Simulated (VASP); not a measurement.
## GW on MoS2

How does the gap of MoS2 change from the starting functional to GW? The cell has space group P6_3/mmc. The start is a cell from a database of measured crystal structures.

Program: VASP 6.6.1. Level of theory: LDA, no spin polarisation; plane waves and PAW (Mo_sv, S), in the first sound run; inputs show where later runs differ. Results are calculated unless marked as measured.

The database entry behind the starting cell differs from later determinations by our own check (about 0.3 % long), so it need not match the best structure at ambient conditions.

## (1) Starting point

It takes space group P6_3/mmc (No. 194, hexagonal). Conventional cell: a = 3.169 Å, b = 3.169 Å, c = 12.324 Å, α = 90.00°, β = 90.00°, γ = 120.00°. Mo has 6 S at 2.41 Å nearest. S has 3 Mo at 2.41 Å nearest. Farther neighbours and most contacts between anions are not listed.

As a file:

```cif
data_structure
_symmetry_space_group_name_H-M 'P6_3/mmc'
_symmetry_Int_Tables_number 194
_cell_length_a 3.1690
_cell_length_b 3.1690
_cell_length_c 12.3240
_cell_angle_alpha 90.000
_cell_angle_beta 90.000
_cell_angle_gamma 120.000
_cell_volume 107.18
loop_
_atom_site_label
_atom_site_type_symbol
_atom_site_symmetry_multiplicity
_atom_site_Wyckoff_symbol
_atom_site_fract_x
_atom_site_fract_y
_atom_site_fract_z
_atom_site_occupancy
Mo1 Mo 2 c 0.33333 0.66667 0.25000 1
S1 S 4 f 0.33333 0.66667 0.62300 1
```

## (2) Relaxation

The atoms are relaxed first inside the given cell, which is kept (ISIF = 2), since band edges depend on the positions.

The input, INCAR:

```
SYSTEM = MoS2
PREC = Accurate
ENCUT = 400
EDIFF = 1E-06
NELM = 100
ISMEAR = 0
SIGMA = 0.05
LREAL = .FALSE.
ALGO = Normal
GGA = CA
NBANDS = 32
LASPH = .TRUE.
LWAVE = .FALSE.
LCHARG = .FALSE.
KPAR = 4
IBRION = 2
NSW = 60
ISIF = 2
EDIFFG = -0.01
```

The input, POSCAR:

```
MoS2
1.0
    3.1690000000      0.0000000000      0.0000000000
   -1.5845000000      2.7444345046      0.0000000000
    0.0000000000      0.0000000000     12.3240000000
Mo S
2 4
Direct
    0.3333333333      0.6666666667      0.2500000000
    0.6666666667      0.3333333333      0.7500000000
    0.3333333333      0.6666666667      0.6230000000
    0.6666666667      0.3333333333      0.1230000000
    0.3333333333      0.6666666667      0.8770000000
    0.6666666667      0.3333333333      0.3770000000
```

The input, KPOINTS:

```
Automatic mesh
0
Gamma
7 7 2
0 0 0
```

Potentials, in the order of the species: Mo_sv and S (PBE family, release 64).

Command:

```
> mpirun -np 4 vasp_std
```

The program printed:

```text
[banner, memory and clock lines left out]
running    4 mpi-ranks, on    1 nodes
 distrk:  each k-point on    1 cores,    4 groups
 distr:  one band on    1 cores,    1 groups

 POSCAR found type information on POSCAR MoS
 POSCAR found :  2 types and       6 ions
|                                                                             |
|               ----> ADVICE to this user running VASP <----                  |
|                                                                             |
|     You enforced a specific xc type in the INCAR file but a different       |
|     [... a line on the potential file left out ...]
|     I HOPE YOU KNOW WHAT YOU ARE DOING!                                     |
|                                                                             |

 LDA part: xc-table for (Slater(with rela. corr.)+CA(PZ))
 , standard interpolation
 POSCAR, INCAR and KPOINTS ok, starting setup
 FFT: planning ... GRIDC
 FFT: planning ... GRID_SOFT
 FFT: planning ... GRID
 WAVECAR not read
 entering main loop
       N       E                     dE             d eps       ncg     rms          rms(c)
DAV:   1     0.377072034129E+03    0.37707E+03   -0.26184E+04  1152   0.126E+03
DAV:   2    -0.322805585162E+02   -0.40935E+03   -0.39778E+03  1312   0.353E+02
DAV:   3    -0.517541635756E+02   -0.19474E+02   -0.19307E+02  1296   0.696E+01
DAV:   4    -0.521955501503E+02   -0.44139E+00   -0.44025E+00  1248   0.102E+01
DAV:   5    -0.522057505591E+02   -0.10200E-01   -0.10194E-01  1264   0.148E+00    0.353E+01
DAV:   6    -0.498972012788E+02    0.23085E+01   -0.20687E+01  1120   0.249E+01    0.120E+01
DAV:   7    -0.494384610314E+02    0.45874E+00   -0.95513E+00  1136   0.159E+01    0.813E+00
DAV:   8    -0.490501086912E+02    0.38835E+00   -0.14278E+00  1256   0.668E+00    0.299E+00
DAV:   9    -0.490545941409E+02   -0.44854E-02   -0.15822E-01  1360   0.191E+00    0.124E+00
DAV:  10    -0.490467668316E+02    0.78273E-02   -0.51726E-02  1224   0.133E+00    0.322E-01
DAV:  11    -0.490465480865E+02    0.21875E-03   -0.21584E-03  1320   0.255E-01    0.202E-01
DAV:  12    -0.490464386019E+02    0.10948E-03   -0.34951E-04  1264   0.930E-02    0.955E-02
DAV:  13    -0.490464183737E+02    0.20228E-04   -0.12833E-04  1368   0.580E-02    0.186E-02
DAV:  14    -0.490464197368E+02   -0.13632E-05   -0.88731E-06  1112   0.171E-02    0.248E-02
DAV:  15    -0.490464189412E+02    0.79569E-06   -0.15972E-06   936   0.844E-03
   1 F= -.49046419E+02 E0= -.49046419E+02  d E =-.490464E+02
 curvature:   0.00 expect dE= 0.000E+00 dE for cont linesearch  0.000E+00
 trial: gam= 0.00000 g(F)=  0.336E-01 g(S)=  0.000E+00 ort = 0.000E+00 (trialstep = 0.100E+01)
 search vector abs. value=  0.336E-01
 bond charge predicted
       N       E                     dE             d eps       ncg     rms          rms(c)
DAV:   1    -0.490584148432E+02   -0.11995E-01   -0.18573E+00  1024   0.506E+00    0.146E+00
DAV:   2    -0.490650818297E+02   -0.66670E-02   -0.82805E-02  1216   0.124E+00    0.642E-01
DAV:   3    -0.490648983556E+02    0.18347E-03   -0.10135E-03  1232   0.169E-01    0.407E-01
DAV:   4    -0.490648299200E+02    0.68436E-04   -0.97690E-04  1184   0.136E-01    0.615E-02
DAV:   5    -0.490648043870E+02    0.25533E-04   -0.19011E-04  1176   0.606E-02    0.469E-02
DAV:   6    -0.490648001176E+02    0.42694E-05   -0.16290E-05  1160   0.170E-02    0.240E-02
DAV:   7    -0.490647985825E+02    0.15351E-05   -0.41794E-06  1048   0.893E-03    0.100E-02
DAV:   8    -0.490647982695E+02    0.31303E-06   -0.12142E-06   704   0.573E-03
   2 F= -.49064798E+02 E0= -.49064798E+02  d E =-.183793E-01
 trial-energy change:   -0.018379  1 .order   -0.018229   -0.033580   -0.002879
 step:   1.0909(harm=  1.0938)  dis= 0.02195  next Energy=   -49.064929 (dE=-0.185E-01)
 bond charge predicted
       N       E                     dE             d eps       ncg     rms          rms(c)
DAV:   1    -0.490648776529E+02   -0.79070E-04   -0.15453E-02  1032   0.464E-01    0.125E-01
DAV:   2    -0.490649336398E+02   -0.55987E-04   -0.68604E-04  1224   0.113E-01    0.590E-02
DAV:   3    -0.490649319921E+02    0.16477E-05   -0.84592E-06  1088   0.154E-02    0.372E-02
DAV:   4    -0.490649314470E+02    0.54514E-06   -0.76737E-06  1040   0.123E-02
   3 F= -.49064931E+02 E0= -.49064931E+02  d E =-.185125E-01
 curvature:  -0.55 expect dE=-0.537E-08 dE for cont linesearch -0.537E-08
 trial: gam= 0.00000 g(F)=  0.984E-08 g(S)=  0.000E+00 ort =-0.182E-04 (trialstep = 0.102E+01)
 search vector abs. value=  0.994E-08
 reached required accuracy - stopping structural energy minimisation
```

Run time: 16 s. Hardware: 4 MPI ranks of Intel Xeon 6975P-C (Granite Rapids), shared host; peak memory 0.71 GiB.

Lines that name or quote the potential files are left out of all logs, and their timing lines are given in words.

From OUTCAR (step 2):

```text
ion  position               nearest neighbor table
   1  0.333  0.667  0.250-   4 2.41   6 2.41   4 2.41   6 2.41   4 2.41   6 2.41
   2  0.667  0.333  0.750-   3 2.41   5 2.41   3 2.41   5 2.41   3 2.41   5 2.41
   3  0.333  0.667  0.623-   2 2.41   2 2.41   2 2.41
   4  0.667  0.333  0.123-   1 2.41   1 2.41   1 2.41
   5  0.333  0.667  0.877-   2 2.41   2 2.41   2 2.41
   6  0.667  0.333  0.377-   1 2.41   1 2.41   1 2.41

  LATTYP: Found a hexagonal cell.
 ALAT       =     3.1690000000
 C/A-ratio  =     3.8889239508

 Subroutine GETGRP returns: Found 24 space group operations
 (whereof 12 operations were pure point group operations)

The static configuration has the point symmetry D_3d.
 The point group associated with its full space group is D_6h.

 Found     16 irreducible k-points:

   k-points           NKPTS =     16   k-points in BZ     NKDIM =     16   number of bands    NBANDS=     32

   dimension x,y,z NGX =    24 NGY =   24 NGZ =   80
   dimension x,y,z NGXF=    48 NGYF=   48 NGZF=  160

   ENCUT  =  400.0 eV  29.40 Ry    5.42 a.u.   5.17  5.17 20.10*2*pi/ulx,y,z

   NELECT =      52.0000    total number of electrons

 k-points in reciprocal lattice and weights: Automatic mesh
   0.00000000  0.00000000  0.00000000       0.010
   0.14285714  0.00000000  0.00000000       0.061
   0.28571429  0.00000000  0.00000000       0.061
   0.42857143 -0.00000000  0.00000000       0.061
   0.14285714  0.14285714  0.00000000       0.061
   0.28571429  0.14285714  0.00000000       0.122
   0.42857143  0.14285714  0.00000000       0.061
   0.28571429  0.28571429  0.00000000       0.061
   0.00000000  0.00000000  0.50000000       0.010
[...]
0.42857143  0.14285714  0.50000000       0.061
   0.28571429  0.28571429  0.50000000       0.061

 average (electrostatic) potential at core
       1 -74.4990       2 -74.4990       3 -84.4720       4 -84.4720       5 -84.4720
       6 -84.4720

 E-fermi :   7.6451

 k-point     1 :       0.0000    0.0000    0.0000
  band No.  band energies     occupation
    ...
     22       5.0452      2.00000
     23       5.0452      2.00000
     24       6.1248      2.00000
     25       6.1534      2.00000
     26       7.3419      2.00000
     27       9.3861      0.00000
     28       9.3861      0.00000
     29       9.4091      0.00000
     30       9.4091      0.00000
     31       9.6220      0.00000
    ...

 k-point     2 :       0.1429    0.0000    0.0000
  band No.  band energies     occupation
    ...
     22       4.6148      2.00000
     23       5.2267      2.00000
     24       6.1385      2.00000
     25       6.2473      2.00000
     26       6.7363      2.00000
     27       8.9645      0.00000
     28       9.1345      0.00000
     29       9.2807      0.00000
     30       9.3448      0.00000
     31       9.4292      0.00000
    ...

 k-point     3 :       0.2857    0.0000    0.0000
  band No.  band energies     occupation
    ...
     22       4.8946      2.00000
     23       4.9718      2.00000
     24       5.5335      2.00000
     25       5.5835      2.00000
     26       5.7705      2.00000
     27       8.5334      0.00000
     28       8.8251      0.00000
     29       9.0117      0.00000
     30       9.3871      0.00000
     31       9.5081      0.00000
    ...

  Total       -2.8380273     -2.8380273     -0.8466191     -0.0000000      0.0000000     -0.0000000
  in kB      -42.4229000    -42.4229000    -12.6552827     -0.0000000      0.0000000     -0.0000000
  external PRESSURE =     -32.5003609 kB  Pullay stress =       0.0000000 kB

  energy-cutoff  :      400.00
  volume of cell :      107.18
      direct lattice vectors                 reciprocal lattice vectors
     3.169000000  0.000000000  0.000000000     0.315556958  0.182186895  0.000000000
    -1.584500000  2.744434505  0.000000000     0.000000000  0.364373789  0.000000000
     0.000000000  0.000000000 12.324000000     0.000000000  0.000000000  0.081142486

 POSITION                                       TOTAL-FORCE (eV/Angst)
 -----------------------------------------------------------------------------------
     -0.00000      1.82962      3.08100         0.000000     -0.000000      0.000000
      1.58450      0.91481      9.24300         0.000000      0.000000      0.000000
     -0.00000      1.82962      7.69981        -0.000000     -0.000000     -0.000226
      1.58450      0.91481      1.53781        -0.000000      0.000000     -0.000226
     -0.00000      1.82962     10.78619        -0.000000     -0.000000      0.000226
      1.58450      0.91481      4.62419        -0.000000      0.000000      0.000226
 -----------------------------------------------------------------------------------
    total drift:                               -0.000000      0.000000     -0.000000

  FREE ENERGIE OF THE ION-ELECTRON SYSTEM (eV)
  ---------------------------------------------------
  free  energy   TOTEN  =       -49.0649314470 eV

  energy  without entropy=      -49.0649314470  energy(sigma->0) =      -49.06493145

 reached required accuracy - stopping structural energy minimisation

[... 3 further parts left out ...]
```

The PAW data sets were made with PBE, though LDA sets exist; this is a small mismatch. The run keeps the 24 symmetry operations of its start, so it cannot find a distortion of lower symmetry.

The steps of the relaxation:

```
step  energy less that of the first step (eV)  largest force (eV/Å)
   1                                   0.0000                0.4172
   2                                  -0.0184                0.0358
   3                                  -0.0185                0.0002
```

The atoms that moved most (Å):

```
atom     dx     dy      dz  length
  S3  0.000  0.000   0.022   0.022
  S5  0.000  0.000  -0.022   0.022
  S6  0.000  0.000  -0.022   0.022
  S4  0.000  0.000   0.022   0.022
```

The relaxed structure:

```xyz
6
Lattice="3.1690 0.0000 0.0000 -1.5845 2.7444 0.0000 0.0000 0.0000 12.3240" Properties=species:S:1:pos:R:3 pbc="T T T"
Mo    0.0000    1.8296    3.0810
Mo    1.5845    0.9148    9.2430
S     0.0000    1.8296    7.6998
S     1.5845    0.9148    1.5378
S     0.0000    1.8296   10.7862
S     1.5845    0.9148    4.6242
```

Numbers from this step:

```yaml
free_energy_toten: -49.06 eV
fermi_energy: 7.645 eV
pressure: -3.250 GPa
```

At LDA, with these data sets, the largest force is down to 2.3e-4 eV/Å.

(Continued in part 2 of 5.)

[Lines on the potential files, build, host, timing and source positions are cut from VASP's logs without a mark.]

[Logs are printed without paths, hosts, clocks, repeated set-up lines and the standing remarks that a program may print on its own settings, such as how far it seeks lower states.]

[Hosts, paths, dates, database ids (printed as entryN), source tags and the programs' standing remarks are cut or masked in the printed files.]

[Pressures printed for these runs are not shown converged in the cutoff: they can be off by several GPa and have the wrong sign.]
